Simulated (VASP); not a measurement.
Computed with PBEsol GGA, VASP's PBE PAW potentials (set 64) (plane waves; VASP).

VASP ran on this input.

**KPOINTS**
```
k-points along high-symmetry lines
10
Line-mode
Reciprocal
  0.000000   0.000000   0.000000 ! GAMMA
  0.000000   0.500000   0.000000 ! M

  0.000000   0.500000   0.000000 ! M
 -0.333333   0.666667   0.000000 ! K

 -0.333333   0.666667   0.000000 ! K
  0.000000   0.000000   0.000000 ! GAMMA

  0.000000   0.000000   0.000000 ! GAMMA
  0.000000   0.000000   0.500000 ! A

  0.000000   0.000000   0.500000 ! A
  0.000000   0.500000   0.500000 ! L

  0.000000   0.500000   0.500000 ! L
 -0.333333   0.666667   0.500000 ! H

 -0.333333   0.666667   0.500000 ! H
  0.000000   0.000000   0.500000 ! A

  0.000000   0.500000   0.500000 ! L
  0.000000   0.500000   0.000000 ! M

 -0.333333   0.666667   0.500000 ! H
 -0.333333   0.666667   0.000000 ! K
```

**INCAR**
```
# general
SYSTEM = AlN
PREC   = Accurate
ENCUT  = 520
LREAL  = .FALSE.   # projection in real space or not
LASPH  = .TRUE.   # aspherical one-centre terms
ICHARG = 11

# electronic loop
EDIFF  = 1E-7   # SCF stop (eV)
NELM   = 100
ALGO   = Normal   # blocked Davidson

# smearing
ISMEAR = 0   # Gaussian
SIGMA  = 0.05   # width (eV)

# functional
GGA    = PS   # PBEsol

# output
LWAVE  = .FALSE.
LCHARG = .FALSE.
LORBIT = 11   # lm-projected
```

### POSCAR
```
AlN
1
    1.5568194691    -2.6964904130    -0.0000000000
    1.5568194691     2.6964904130     0.0000000000
    0.0000000000    -0.0000000000     4.9836395730
Al N
2 2
Direct
  0.6666670000   0.3333330000   0.5000300776
  0.3333330000   0.6666670000   0.0000300776
  0.6666670000   0.3333330000   0.8819699224
  0.3333330000   0.6666670000   0.3819699224
```

POTCAR, in this order: Al N (PBE.64 set). Program: vasp_std. Read from the step before: CHGCAR.

What VASP printed:

File OSZICAR:
```
       N       E                     dE             d eps       ncg     rms          rms(c)
DAV:   1     0.451218047140E+02    0.45122E+02   -0.74498E+03  2160   0.118E+03
DAV:   2    -0.271856236540E+02   -0.72307E+02   -0.65654E+02  3152   0.207E+02
DAV:   3    -0.305477509438E+02   -0.33621E+01   -0.33428E+01  2804   0.481E+01
DAV:   4    -0.305785268159E+02   -0.30776E-01   -0.30765E-01  2532   0.520E+00
DAV:   5    -0.305789946240E+02   -0.46781E-03   -0.46778E-03  2728   0.653E-01
DAV:   6    -0.305790057986E+02   -0.11175E-04   -0.11174E-04  2560   0.102E-01
DAV:   7    -0.305790061215E+02   -0.32293E-06   -0.32291E-06  2664   0.173E-02
DAV:   8    -0.305790061307E+02   -0.92142E-08   -0.92468E-08  1984   0.301E-03
   1 F= -.30579006E+02 E0= -.30579006E+02  d E =-.589053E-13
```

File OUTCAR:
```
 val. band max:        6.0503839401   @ k =  -0.0000   0.0000   0.0000

 cond. band min:      10.1631527996   @ k =  -0.0000   0.0000   0.0000



 k-point     1 :       0.0000    0.0000    0.0000
  band No.  band energies     occupation
      1      -9.1106      2.00000
      2      -6.9310      2.00000
      3       0.0006      2.00000
      4       5.1737      2.00000
      5       5.1737      2.00000
      6       5.8277      2.00000
      7       5.8277      2.00000
      8       6.0504      2.00000
      9      10.1632      0.00000
     10      12.5988      0.00000
     11      16.5436      0.00000
     12      17.0706      0.00000

 k-point     2 :       0.0000    0.0556    0.0000
  band No.  band energies     occupation
      1      -9.0707      2.00000
      2      -6.9081      2.00000
      3       0.0478      2.00000
      4       4.9824      2.00000
      5       5.1188      2.00000
      6       5.6288      2.00000
      7       5.8233      2.00000
      8       6.0342      2.00000
      9      10.3635      0.00000
     10      12.7719      0.00000
     11      16.3770      0.00000
     12      16.7617      0.00000

 k-point     3 :       0.0000    0.1111    0.0000
  band No.  band energies     occupation
      1      -8.9526      2.00000
      2      -6.8421      2.00000
      3       0.1883      2.00000
      4       4.4619      2.00000
      5       4.9741      2.00000
      6       5.1433      2.00000
      7       5.8006      2.00000
      8       5.9789      2.00000
      9      10.8532      0.00000
     10      13.2084      0.00000
     11      15.8815      0.00000
     12      16.1355      0.00000

 k-point     4 :       0.0000    0.1667    0.0000
  band No.  band energies     occupation
      1      -8.7607      2.00000
      2      -6.7410      2.00000
      3       0.4189      2.00000
      4       3.7404      2.00000
      5       4.5304      2.00000
      6       4.7779      2.00000
      7       5.7488      2.00000
...
```

The density is held fixed in this step, so its total energy and stress have no physical meaning.

The compound is AlN in the wurtzite structure. It was relaxed first.
